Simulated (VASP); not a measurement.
OSZICAR of a VASP run on Ni3Fe (L1_2):

OSZICAR:
```
       N       E                     dE             d eps       ncg     rms          rms(c)
DAV:   1     0.217866504919E+03    0.21787E+03   -0.15132E+04  2072   0.180E+03
DAV:   2    -0.168254894395E+02   -0.23469E+03   -0.22684E+03  2040   0.345E+02
DAV:   3    -0.285344079026E+02   -0.11709E+02   -0.11065E+02  2094   0.106E+02
DAV:   4    -0.287192852140E+02   -0.18488E+00   -0.18346E+00  2152   0.135E+01
DAV:   5    -0.287243532544E+02   -0.50680E-02   -0.50671E-02  2706   0.189E+00    0.210E+01
DAV:   6    -0.267892145352E+02    0.19351E+01   -0.47496E+01  2025   0.102E+02    0.225E+01
DAV:   7    -0.307229126823E+02   -0.39337E+01   -0.45486E+01  2240   0.113E+02    0.358E+01
DAV:   8    -0.248188469968E+02    0.59041E+01   -0.80947E+00  2718   0.789E+01    0.623E+00
DAV:   9    -0.250463772410E+02   -0.22753E+00   -0.13295E+00  2398   0.175E+01    0.347E+00
DAV:  10    -0.250032811678E+02    0.43096E-01   -0.12171E-01  3010   0.623E+00    0.166E+00
DAV:  11    -0.250047484814E+02   -0.14673E-02   -0.10299E-01  2882   0.471E+00    0.173E+00
DAV:  12    -0.249971535508E+02    0.75949E-02   -0.21150E-02  2408   0.391E+00    0.409E-01
DAV:  13    -0.249974657303E+02   -0.31218E-03   -0.33389E-03  2758   0.653E-01    0.167E-01
DAV:  14    -0.249975656749E+02   -0.99945E-04   -0.35431E-04  2708   0.282E-01    0.806E-02
DAV:  15    -0.249975544628E+02    0.11212E-04   -0.76352E-05  2584   0.167E-01    0.315E-02
DAV:  16    -0.249975549969E+02   -0.53408E-06   -0.16530E-05  2542   0.965E-02    0.250E-02
DAV:  17    -0.249975538405E+02    0.11563E-05   -0.34935E-06  1365   0.486E-02    0.508E-03
DAV:  18    -0.249975536554E+02    0.18514E-06   -0.75074E-07  1063   0.108E-02
   1 F= -.24997554E+02 E0= -.24996925E+02  d E =-.188633E-02  mag=     4.9473
```

Problem. Which electronic solver shows in the log?

Solution. It is blocked Davidson (ALGO = Normal, or the opening steps of other solvers). The INCAR had ALGO = Normal.

Problem. How was spin treated?

Solution. Collinear spin (ISPIN = 2): the summary line carries one mag value, 4.95 μB in the cell.

Problem. Can the final energy be trusted as converged?

Solution. The run converged. It stopped with EDIFF = 1E-6, NELM = 100 (PBE GGA, plane waves, VASP's PBE PAW potentials (set 64)).

The compound is Ni3Fe in the L1_2 structure. The cell was not relaxed at this level.
